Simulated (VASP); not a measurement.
# RbPd (Fm-3m) in VASP: notebook

The runs below take RbPd through relaxation of cell and atoms, with PBE, LDA.

Program: VASP 6.6.1. These are calculated values, not measurements. Logs are shortened: lines on timing, memory, paths and dates and some standing lists are left out, and cuts for length are marked.

## 1. The structure

The structure is cubic, space group Fm-3m (No. 225). Conventional cell: a = 6.688 Å, b = 6.688 Å, c = 6.688 Å, α = 90.00°, β = 90.00°, γ = 90.00°. Rb (site symmetry m-3m) is surrounded by 6 Pd at 3.34 Å. Around Pd (site symmetry m-3m) lie 6 Rb at 3.34 Å.

The cell was built by a generator and needn't be a form met in nature.

## 2. Relaxation of cell and atoms, PBE

Contents of INCAR:

```
SYSTEM = RbPd
PREC = Accurate ; ENCUT = 600
EDIFF = 1E-7 ; ISMEAR = 1
SIGMA = 0.2 ; LREAL = .FALSE.
LASPH = .TRUE. ; NELM = 100
ALGO = Fast ; ISIF = 3
LWAVE = .FALSE. ; LCHARG = .FALSE.
GGA = PE ; IBRION = 2
NSW = 40 ; EDIFFG = -0.005
```

Contents of KPOINTS:

```
regular mesh
0
G
  7 7 7
  0 0 0
```

Contents of POSCAR:

```
RbPd
1.0
    0.0000000000      3.3440200000      3.3440200000
    3.3440200000      0.0000000000      3.3440200000
    3.3440200000      3.3440200000      0.0000000000
Rb Pd
1 1
Direct
    0.5000000000      0.5000000000      0.5000000000
    0.0000000000      0.0000000000      0.0000000000
```

Potentials or basis: VASP PAW PBE potentials, release 64 (Rb_sv, Pd).

The run is started by

```sh
cat potpaw_PBE.64/Rb_sv/POTCAR potpaw_PBE.64/Pd/POTCAR > POTCAR
mpirun -np 1 vasp_std > vasp.out
```

OUTCAR:

```text
SYSTEM = RbPd
   PREC = Accurate
   ENCUT = 600
   EDIFF = 1E-7
   ISMEAR = 1
   LREAL = .FALSE.
   LASPH = .TRUE.
   NELM = 100
   ISIF = 3
   GGA = PE
   IBRION = 2
   NSW = 40
   EDIFFG = -0.005

 ion  position               nearest neighbor table
   1  0.500  0.500  0.500-   2 3.34   2 3.34   2 3.34   2 3.34   2 3.34   2 3.34
   2  0.000  0.000  0.000-   1 3.34   1 3.34   1 3.34   1 3.34   1 3.34   1 3.34

  LATTYP: Found a face centered cubic cell.
 ALAT       =     6.6880400000

  Lattice vectors:

 A1 = (   0.0000000000,   3.3440200000,   3.3440200000)
 A2 = (   3.3440200000,   0.0000000000,   3.3440200000)
 A3 = (   3.3440200000,   3.3440200000,   0.0000000000)

Analysis of symmetry for initial positions (statically):
=====================================================================
 Subroutine PRICEL returns:
 Original cell was already a primitive cell.

 Routine SETGRP: Setting up the symmetry group for a
 face centered cubic supercell.

 Subroutine GETGRP returns: Found 48 space group operations
 (whereof 48 operations were pure point group operations)
 out of a pool of 48 trial point group operations.

The static configuration has the point symmetry O_h .

Analysis of symmetry for dynamics (positions and initial velocities):
=====================================================================
 Subroutine PRICEL returns:
 Original cell was already a primitive cell.

 Routine SETGRP: Setting up the symmetry group for a
 face centered cubic supercell.

 Subroutine GETGRP returns: Found 48 space group operations
 (whereof 48 operations were pure point group operations)
 out of a pool of 48 trial point group operations.

The dynamic configuration has the point symmetry O_h .

 Subroutine INISYM returns: Found 48 space group operations
 (whereof 48 operations are pure point group operations),
 and found     1 'primitive' translations

----------------------------------------------------------------------------------------

                                     Primitive cell

  volume of cell :      74.7888

  direct lattice vectors                    reciprocal lattice vectors
     0.000000000  3.344020000  3.344020000    -0.149520637  0.149520637  0.149520637
     3.344020000  0.000000000  3.344020000     0.149520637 -0.149520637  0.149520637
     3.344020000  3.344020000  0.000000000     0.149520637  0.149520637 -0.149520637

  length of vectors
     4.729158437  4.729158437  4.729158437     0.258977340  0.258977340  0.258977340

  position of ions in fractional coordinates (direct lattice)
     0.500000000  0.500000000  0.500000000
     0.000000000  0.000000000  0.000000000

  ion indices of the primitive-cell ions
   primitive index   ion index
                 1           1
                 2           2

----------------------------------------------------------------------------------------

 KPOINTS: regular mesh

Automatic generation of k-mesh.
 Grid dimensions read from file:
 generate k-points for:    7    7    7

 Generating k-lattice:

  Cartesian coordinates                     Fractional coordinates (reciprocal lattice)
    -0.021360091  0.021360091  0.021360091     0.142857143  0.000000000  0.000000000
     0.021360091 -0.021360091  0.021360091     0.000000000  0.142857143  0.000000000
     0.021360091  0.021360091 -0.021360091     0.000000000  0.000000000  0.142857143

  Length of vectors
     0.036996763  0.036996763  0.036996763

  Shift w.r.t. Gamma in fractional coordinates (k-lattice)
     0.000000000  0.000000000  0.000000000

 Subroutine IBZKPT returns following result:
 ===========================================

 Found     20 irreducible k-points:

 Following reciprocal coordinates:
            Coordinates               Weight
  0.000000  0.000000  0.000000      1.000000
  0.142857  0.000000  0.000000      8.000000
  0.285714  0.000000  0.000000      8.000000
  0.428571  0.000000  0.000000      8.000000
  0.142857  0.142857  0.000000      6.000000
  0.285714  0.142857  0.000000     24.000000
[... 12 lines left out ...]
 -0.428571  0.428571  0.142857     24.000000
 -0.285714  0.428571  0.142857     24.000000
   k-points           NKPTS =     20   k-points in BZ     NKDIM =     20   number of bands    NBANDS=     13
   number of dos      NEDOS =    301   number of ions     NIONS =      2
   total plane-waves  NPLWV =  64000
   dimension x,y,z NGX =    40 NGY =   40 NGZ =   40
   dimension x,y,z NGXF=    80 NGYF=   80 NGZF=   80
   ions per type =               1   1
   NGX,Y,Z   is equivalent  to a cutoff of  14.06, 14.06, 14.06 a.u.
   NGXF,Y,Z  is equivalent  to a cutoff of  28.12, 28.12, 28.12 a.u.
 SYSTEM =  RbPd
   PREC   = accura    normal or accurate (medium, high low for compatibility)
   ISTART =      0    job   : 0-new  1-cont  2-samecut
   ICHARG =      2    charge: 1-file 2-atom 10-const
   ISPIN  =      1    spin polarized calculation?
   LNONCOLLINEAR =      F non collinear calculations
   LSORBIT =      F    spin-orbit coupling
   LASPH  =      T    aspherical Exc in radial PAW
   ENCUT  =  600.0 eV  44.10 Ry    6.64 a.u.   9.45  9.45  9.45*2*pi/ulx,y,z
   NELM   =    100;   NELMIN=  2; NELMDL= -5     # of ELM steps
   EDIFF  = 0.1E-06   stopping-criterion for ELM
   LREAL  =      F    real-space projection
   EDIFFG = -.5E-02   stopping-criterion for IOM
   NSW    =     40    number of steps for IOM
   IBRION =      2    ionic relax: 0-MD 1-quasi-New 2-CG
   NFREE  =      1    steps in history (QN), initial steepest desc. (CG)
   ISIF   =      3    stress and relaxation
   ISYM   =      2    0-nonsym 1-usesym 2-fastsym
   POTIM  = 0.5000    time-step for ionic-motion
   TEBEG  =    0.0;   TEEND  =   0.0 temperature during run
   PSTRESS=    0.0 pullay stress
   NELECT =      19.0000    total number of electrons
   NUPDOWN=      -1.0000    fix difference up-down
   EMIN   =  10.00;   EMAX   =-10.00  energy-range for DOS
   EFERMI =   0.00;   METHOD = LEGACY
   ISMEAR =     1;   SIGMA  =   0.20  broadening in eV -4-tet -1-fermi 0-gaus
   EFERMI_NEDOS =   21; number of points for ismear=-14 and -15
   IALGO  =     68    algorithm
   IMIX   =      4    mixing-type and parameters
     AMIX     =   0.40;   BMIX     =  1.00
     AMIX_MAG =   1.60;   BMIX_MAG =  1.00
  volume/ion in A,a.u.               =      37.39       252.35
  Fermi-wavevector in a.u.,A,eV,Ry     =   1.036845  1.959353 14.626910  1.075048
  Thomas-Fermi vector in A             =   2.171255
   LORBIT       =      0    0 simple, 1 ext, 2 COOP (PROOUT), +10 PAW based schemes
   GGA     = PE    functional components
   LHFCALC =     F    Hartree Fock is set to
   AEXX    =    0.0000 exact exchange contribution
   IVDW    =     0    specifies the selected vdW correction
   LEPSILON=     F    determine dielectric tensor
   LRPA    =     F    only Hartree local field effects (RPA)
 conjugate gradient relaxation of ions
 non-spin polarized calculation
 RMM-DIIS sequential band-by-band and
 Methfessel and Paxton  Order N= 1 SIGMA  =   0.20
  energy-cutoff  :      600.00
  volume of cell :       74.79
 maximum number of plane-waves:      2529
 NGX is ok and might be reduce to    40
   NGX = 19   NGY = 19   NGZ = 19

 number of electron      19.0000001 magnetization

 Free energy of the ion-electron system (eV)
  ---------------------------------------------------
  ext. energy  EPLUGINS =         0.00000000
  ---------------------------------------------------
  free energy    TOTEN  =        -4.87292757 eV

  energy without entropy =       -4.87865181  energy(sigma->0) =       -4.87483565

 E-fermi :   1.2957     XC(G=0):  -7.9685

 val. band max:        1.2118637757   @ k =   0.4286   0.4286   0.0000
 cond. band min:       1.3034481945   @ k =   0.4286   0.0000   0.0000
 fundamental gap:      0.0915844188
 Fermi energy:         1.2957300239

 k-point     1 :       0.0000    0.0000    0.0000
  band No.  band energies     occupation
      1     -25.5599      2.00000
      2      -9.6190      2.00000
      3      -9.6190      2.00000
      4      -9.6190      2.00000
      5      -1.0278      2.00000
      6       0.1162      2.00000
      7       0.1162      2.00000
      8       0.1372      2.00000
      9       0.1372      2.00000
     10       0.1372      2.00000
     11       7.3677      0.00000
     12       7.3677      0.00000
     13       7.3677      0.00000

 k-point     2 :       0.1429    0.0000    0.0000
  band No.  band energies     occupation
      1     -25.5577      2.00000
      2      -9.6679      2.00000
      3      -9.6282      2.00000
      4      -9.6282      2.00000
      5      -0.7414      2.00000
      6       0.1446      2.00000
      7       0.1653      2.00000
      8       0.1653      2.00000
      9       0.1831      2.00000
     10       0.1831      2.00000
     11       6.1690      0.00000
     12       6.9694      0.00000
     13       6.9695      0.00000

 k-point     3 :       0.2857    0.0000    0.0000
  band No.  band energies     occupation
      1     -25.5527      2.00000
      2      -9.7736      2.00000
      3      -9.6485      2.00000
      4      -9.6485      2.00000
      5      -0.0164      2.00000
      6       0.2476      2.00000
      7       0.2534      2.00000
      8       0.2534      2.00000
      9       0.3202      2.00000
     10       0.3202      2.00000
     11       4.4137     -0.00000
     12       5.9845      0.00000
     13       5.9845      0.00000

 k-point     4 :       0.4286    0.0000    0.0000
  band No.  band energies     occupation
      1     -25.5486      2.00000
      2      -9.8545      2.00000
      3      -9.6647      2.00000
      4      -9.6647      2.00000
      5       0.1449      2.00000
      6       0.3211      2.00000
      7       0.3211      2.00000
      8       0.4474      2.00000
      9       0.4474      2.00000
     10       1.3034      0.93474
     11       2.7681     -0.00000
     12       5.3738      0.00000
     13       5.3738      0.00000

 k-point     5 :       0.1429    0.1429    0.0000
  band No.  band energies     occupation
      1     -25.5570      2.00000
      2      -9.6742      2.00000
      3      -9.6343      2.00000
      4      -9.6343      2.00000
      5      -0.6747      2.00000
      6       0.0874      2.00000
      7       0.1407      2.00000
      8       0.2169      2.00000
      9       0.2169      2.00000
     10       0.2437      2.00000
     11       6.2914      0.00000
     12       6.7313      0.00000
     13       6.8098      0.00000
[... 193 lines left out ...]
 k-point    18 :      -0.4286    0.2857    0.1429
  band No.  band energies     occupation
      1     -25.5466      2.00000
      2      -9.8120      2.00000
      3      -9.7200      2.00000
      4      -9.6843      2.00000
      5       0.1512      2.00000
      6       0.2303      2.00000
      7       0.2734      2.00000
      8       0.3846      2.00000
      9       0.4308      2.00000
     10       1.5837     -0.06045
     11       3.2544     -0.00000
     12       4.6156     -0.00000
     13       5.4887      0.00000

 k-point    19 :      -0.4286    0.4286    0.1429
  band No.  band energies     occupation
      1     -25.5457      2.00000
      2      -9.8016      2.00000
      3      -9.7173      2.00000
      4      -9.7041      2.00000
      5       0.0056      2.00000
      6       0.1555      2.00000
      7       0.3224      2.00000
      8       0.3728      2.00000
      9       0.4679      2.00000
     10       1.4297      0.10213
     11       3.7300     -0.00000
     12       4.8420     -0.00000
     13       5.4981      0.00000

 k-point    20 :      -0.2857    0.4286    0.1429
  band No.  band energies     occupation
      1     -25.5452      2.00000
      2      -9.7699      2.00000
      3      -9.7658      2.00000
      4      -9.7036      2.00000
      5       0.1359      2.00000
      6       0.1839      2.00000
      7       0.2608      2.00000
      8       0.3812      2.00000
      9       0.4649      2.00000
     10       1.6791     -0.02072
     11       3.9224     -0.00000
     12       4.0718     -0.00000
     13       5.2418     -0.00000

------------------------ aborting loop because EDIFF is reached ----------------------------------------

  FORCE on cell =-STRESS in cart. coord.  units (eV):
  Direction    XX          YY          ZZ          XY          YZ          ZX
  --------------------------------------------------------------------------------------
  -------------------------------------------------------------------------------------
  Total       -0.0096099     -0.0096099     -0.0096099      0.0000000     -0.0000000     -0.0000000
  in kB       -0.2058702     -0.2058702     -0.2058702      0.0000000     -0.0000000     -0.0000000
  external PRESSURE =      -0.2058702 kB  Pullay stress =       0.0000000 kB

 VOLUME and BASIS-vectors are now :
 -----------------------------------------------------------------------------
  energy-cutoff  :      600.00
  volume of cell :       74.79
      direct lattice vectors                 reciprocal lattice vectors
     0.000000000  3.344020000  3.344020000    -0.149520637  0.149520637  0.149520637
     3.344020000  0.000000000  3.344020000     0.149520637 -0.149520637  0.149520637
     3.344020000  3.344020000  0.000000000     0.149520637  0.149520637 -0.149520637

 POSITION                                       TOTAL-FORCE (eV/Angst)
 -----------------------------------------------------------------------------------
      3.34402      3.34402      3.34402         0.000000      0.000000      0.000000
      0.00000      0.00000      0.00000        -0.000000     -0.000000     -0.000000
 -----------------------------------------------------------------------------------
    total drift:                                0.000000     -0.000000     -0.000000

  FREE ENERGIE OF THE ION-ELECTRON SYSTEM (eV)
  ---------------------------------------------------
  free  energy   TOTEN  =        -4.8729275657 eV

  energy  without entropy=       -4.8786518142  energy(sigma->0) =       -4.87483565

 reached required accuracy - stopping structural energy minimisation
```

Wall time 24 s (1 thread of Intel Xeon 6975P-C (Granite Rapids), shared host); peak memory 0.24 GiB.

What came out:

```
Free energy             : -4.8729 eV
Pressure after relaxing : 0.0 GPa
Band gap on the k mesh  : none (metal or under the smearing width)
```

Final structure:
```
Rb Pd
1.0
     0.00000    3.34402    3.34402
     3.34402    0.00000    3.34402
     3.34402    3.34402    0.00000
Rb Pd
1 1
Direct
  0.50000 0.50000 0.50000
  0.00000 0.00000 0.00000
```

Levels at points of the mesh, in eV from the Fermi level:
```tsv
k point	band 6	band 7	band 8	band 9	band 10	band 11	band 12	band 13
(0.00, 0.00, 0.00)	-1.18	-1.18	-1.16	-1.16	-1.16	6.07	6.07	6.07
```

Caveat: the relaxation stopped at its first step, so nothing moved.

(Part 1 of 2 ends here.)
